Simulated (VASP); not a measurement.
Set up this calculation in VASP 6.6.1, as the native input.

- Task: relaxation of cell and atoms
- Functional: PBEsol
- Potentials or basis: VASP PAW PBE potentials, release 64 (Hf_pv, In_d, Si, O)
- Cutoff: 600 eV
- k mesh: 6 × 6 × 4
- Occupations: fermi-dirac, width 0.05 eV
- Spin: no spin polarisation
- Further INCAR settings: ALGO = Normal; EDIFF = 1e-06; IBRION = 2; EDIFFG = -0.01; NSW = 40; ISIF = 3

The structure of HfIn4SiO6 lies in POSCAR:

```
HfIn4SiO6
1.0
    2.7160300000     -4.7033200000      0.0044800000
    2.7160300000      4.7033200000      0.0044800000
   -1.8630900000      0.0000000000      7.4041500000
Hf In Si O
1 4 1 6
Direct
    0.2048000000      0.7952000000      0.0000000000
    0.3713900000      0.6286100000      0.5000000000
    0.5381200000      0.4618800000      0.0000000000
    0.0350000000      0.9650000000      0.5000000000
    0.7090700000      0.2909300000      0.5000000000
    0.8714600000      0.1285400000      0.0000000000
    0.1074100000      0.0691800000      0.8666700000
    0.9308200000      0.8925900000      0.1333300000
    0.8397500000      0.3782000000      0.8666900000
    0.6218000000      0.1602500000      0.1333100000
    0.1981300000      0.4689100000      0.1333800000
    0.5310900000      0.8018700000      0.8666200000
```

The cell was built by a generator and needn't be a form met in nature.

These files were run (other wordings do the same):

INCAR

```
SYSTEM = HfIn4SiO6
ALGO = Normal
EDIFF = 1E-6
EDIFFG = -0.01
ENCUT = 600
GGA = PS
IBRION = 2
ISIF = 3
ISMEAR = -1
KPAR = 4
LASPH = .True.
LCHARG = .False.
LREAL = .False.
LWAVE = .False.
NELM = 100
NSW = 40
PREC = Accurate
SIGMA = 0.05
```

KPOINTS

```
k-points
0
Gamma
  6 6 4
  0 0 0
```

Potentials or basis: VASP PAW PBE potentials, release 64 (Hf_pv, In_d, Si, O).

The run is started by

```console
$ cat potpaw_PBE.64/Hf_pv/POTCAR potpaw_PBE.64/In_d/POTCAR potpaw_PBE.64/Si/POTCAR potpaw_PBE.64/O/POTCAR > POTCAR
$ mpirun -np 4 vasp_std > vasp.out
```

It gave:

```json
{
  "Relaxed volume": "14.93 Å³/atom",
  "Relaxed cell": "a = 5.366 Å, b = 5.366 Å, c = 7.408 Å, α = 97.12°, β = 97.12°, γ = 119.93°",
  "Space group after relaxing (to 0.05 Å)": "C2 (No. 5)",
  "Energy gained by relaxing": "11.9 meV/atom",
  "Ionic steps": "11",
  "Pressure after relaxing": "0.0 GPa",
  "Largest force after relaxing": "0.006 eV/Å",
  "Band gap on the k mesh": "none (metal or under the smearing width)"
}
```

Caveat: the PAW data sets were made with another functional, which shifts forces and pressure a little.

Wall time 26 min on 4 MPI ranks on Intel(R) Xeon(R) Platinum 8175M CPU @ 2.50GHz (Skylake/Cascade Lake) (shared host), peak memory 0.81 GiB a rank.
